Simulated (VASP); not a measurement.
Here is a VASP 6.6.1 calculation.

File INCAR:

```
PREC = Accurate
ENCUT = 520
EDIFF = 1E-6
ISMEAR = 0
SIGMA = 0.01
LREAL = False
LASPH = True
NELM = 100
ALGO = Normal
ISIF = 2
LWAVE = False
LCHARG = False
METAGGA = R2SCAN
LMIXTAU = True
NBANDS = 25
```

KPOINTS

```
regular mesh
0
Gamma
  1 1 1
```

Contents of POSCAR:

```
InCl3
1.0
   11.0000000000      0.0000000000      0.0000000000
    0.0000000000     13.0000000000      0.0000000000
    0.0000000000      0.0000000000     13.0000000000
Cl In
3 1
Cartesian
    5.1881500000      7.3259500600      8.4474000000
    6.4069500000      4.8192500200      5.6185000300
    4.6190500400      8.2227499900      4.6206000100
    5.4054500500      6.7896500100      6.2284999400
```

Potentials or basis: VASP PAW PBE potentials, release 64 (Cl, In_d).

The run is started by

```console
$ cat potpaw_PBE.64/Cl/POTCAR potpaw_PBE.64/In_d/POTCAR > POTCAR
$ mpirun -np 1 vasp_gam > vasp.out
```

(1) Predict the gap between the frontier levels.

(2) What does it give for the largest force?

## Answers

(1) 4.86 eV.

(2) 0.087 eV/Å.

Caveat: the PAW data sets were made with another functional, which shifts forces and pressure a little; spin-orbit coupling is left out, which moves the levels of the heavy elements.
